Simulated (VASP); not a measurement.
Computed with PBE GGA, VASP's PBE PAW potentials (set 64) (plane waves; VASP).

Input for VASP

### KPOINTS
```
Automatic mesh
0
G
 6 6 4
0 0 0
```

**INCAR**
```
SYSTEM=PtSe2
PREC=Accurate; ENCUT=400; LREAL=.FALSE.
LASPH=.TRUE.; NELECT=21.98
EDIFF=1E-6; NELM=100; ALGO=Normal
LMAXMIX=6
ISMEAR=0; SIGMA=0.05
GGA=PE
ISIF=2
LWAVE=.FALSE.; LCHARG=.FALSE.
```

### POSCAR
```
PtSe2
1
    1.8151870000    -3.2568990000     0.0000000000
    1.8151870000     3.2568990000     0.0000000000
    0.0000000000     0.0000000000     5.1615400000
Pt Se
1 2
Direct
  0.0000000000   0.0000000000   0.0000000000
  0.3333330000   0.6666670000   0.2550000000
  0.6865150000   0.3531810000   0.7450000000
```

POTCAR, in this order: Pt Se (PBE.64 set). Program: vasp_std.

Output

OSZICAR:
```
       N       E                     dE             d eps       ncg     rms          rms(c)
DAV:   1     0.967171778473E+02    0.96717E+02   -0.82631E+03  2328   0.981E+02
DAV:   2    -0.113239572250E+02   -0.10804E+03   -0.10572E+03  2966   0.213E+02
DAV:   3    -0.150365448471E+02   -0.37126E+01   -0.36998E+01  2777   0.431E+01
DAV:   4    -0.150620965340E+02   -0.25552E-01   -0.25546E-01  2840   0.389E+00
DAV:   5    -0.150624045218E+02   -0.30799E-03   -0.30798E-03  2833   0.400E-01    0.131E+01
DAV:   6    -0.144937575869E+02    0.56865E+00   -0.49193E+00  2294   0.220E+01    0.790E+00
DAV:   7    -0.143064828168E+02    0.18727E+00   -0.92777E-01  2287   0.103E+01    0.393E+00
DAV:   8    -0.142887689731E+02    0.17714E-01   -0.62067E-02  2469   0.190E+00    0.859E-01
DAV:   9    -0.142856622150E+02    0.31068E-02   -0.10179E-02  2616   0.110E+00    0.177E-01
DAV:  10    -0.142858391485E+02   -0.17693E-03   -0.13075E-03  2707   0.281E-01    0.444E-02
DAV:  11    -0.142858498161E+02   -0.10668E-04   -0.57420E-05  2924   0.759E-02    0.241E-02
DAV:  12    -0.142858521403E+02   -0.23242E-05   -0.12802E-05  2609   0.306E-02    0.322E-03
DAV:  13    -0.142858525880E+02   -0.44772E-06   -0.91979E-07  2162   0.734E-03
   1 F= -.14285853E+02 E0= -.14285375E+02  d E =-.954953E-03
```

File OUTCAR:
```
------------------------ aborting loop because EDIFF is reached ----------------------------------------
  FORCE on cell =-STRESS in cart. coord.  units (eV):
  Direction    XX          YY          ZZ          XY          YZ          ZX
  --------------------------------------------------------------------------------------
  Total        3.4321815      1.6453258      1.1136446      0.4354965      0.7175375      0.7631386
  in kB       90.1043746     43.1944087     29.2362875     11.4330024     18.8373676     20.0345251
  external PRESSURE =      54.1783569 kB  Pullay stress =       0.0000000 kB
  volume of cell :       61.03
      direct lattice vectors                 reciprocal lattice vectors
     1.815187000 -3.256899000  0.000000000     0.275453714 -0.153520266  0.000000000
     1.815187000  3.256899000  0.000000000     0.275453714  0.153520266  0.000000000
     0.000000000  0.000000000  5.161540000     0.000000000  0.000000000  0.193740628
 POSITION                                       TOTAL-FORCE (eV/Angst)
 -----------------------------------------------------------------------------------
      0.00000      0.00000      0.00000         0.604952      0.038392      0.047748
      1.81519      1.08564      1.31619         0.032764      0.174622      0.187749
      1.88724     -1.08564      3.84535        -0.637716     -0.213014     -0.235497
 -----------------------------------------------------------------------------------
    total drift:                                0.000023      0.000003     -0.000004
  FREE ENERGIE OF THE ION-ELECTRON SYSTEM (eV)
  ---------------------------------------------------
  free  energy   TOTEN  =       -14.2858525880 eV

  energy  without entropy=      -14.2848976352  energy(sigma->0) =      -14.28537511
```
(Selected blocks of OUTCAR.)

The cell is charged, with a uniform compensating background.

The compound is PtSe2 in the 1T layered structure. The cell was not relaxed at this level, atoms are displaced from their ideal sites. The k-mesh is coarse (spacing up to 0.33 per Å, 2π included), so the numbers may not be converged in it. The run is one of a series of settings (NELECT = 21.98 against the base run), some of them coarse on purpose.
